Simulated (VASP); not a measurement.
Set up this calculation in VASP 6.6.1, as the native input.

```yaml
Task: single point
Functional: PBE
Potentials_or_basis: VASP PAW PBE potentials, release 64 (Al, B, C)
Cutoff: 520 eV
k_mesh: 6 × 6 × 4
Occupations: gaussian, width 0.1 eV
Spin: no spin polarisation
Dipole_correction: no
Further_INCAR_settings: ALGO = Normal; EDIFF = 1e-07; NBANDS = 16
```

The structure of AlB2C2 lies in POSCAR:

```
AlB2C2
1.0
    5.3827268008      0.0000000046      0.0000000000
   -2.6913634044      4.6615781488      0.0000000000
    0.0000000000      0.0000000000      2.8005235953
Al B C
1 2 2
Direct
    0.0000000000      0.0000000000      0.5000000000
    0.3333333333      0.6666666667      0.5000000000
    0.6666666667      0.3333333333      0.5000000000
    0.3333333333      0.6666666667      0.0000000000
    0.6666666667      0.3333333333      0.0000000000
```

The cell was built by a generator and needn't be a form met in nature.

The cell isn't the ideal one: random cell by space group and Wyckoff sites (P6/mmm, No. 191).

These files were run (other wordings do the same):

INCAR

```
SYSTEM = AlB2C2
PREC = Accurate
ENCUT = 520
EDIFF = 1E-7
ISMEAR = 0
SIGMA = 0.1
LREAL = .FALSE.
LASPH = .TRUE.
NELM = 100
ALGO = Normal
ISIF = 2
LWAVE = .FALSE.
LCHARG = .FALSE.
GGA = PE
NBANDS = 16
```

KPOINTS

```
regular mesh
0
G
  6 6 4
  0 0 0
```

Potentials or basis: VASP PAW PBE potentials, release 64 (Al, B, C).

Launch:

```bash
$ cat potpaw_PBE.64/Al/POTCAR potpaw_PBE.64/B/POTCAR potpaw_PBE.64/C/POTCAR > POTCAR
$ mpirun -np 1 vasp_std > vasp.out
```

It gave:

```json
{"Pressure": "0.1 GPa", "Band gap on the k mesh": "none (metal or under the smearing width)"}
```

Caveat: the k mesh is coarse (spacing up to 0.56 Å⁻¹), so the values aren't converged.

Wall time 11 s on 1 thread of Intel(R) Xeon(R) 6975P-C (Granite Rapids) (shared host), peak memory 0.19 GiB.
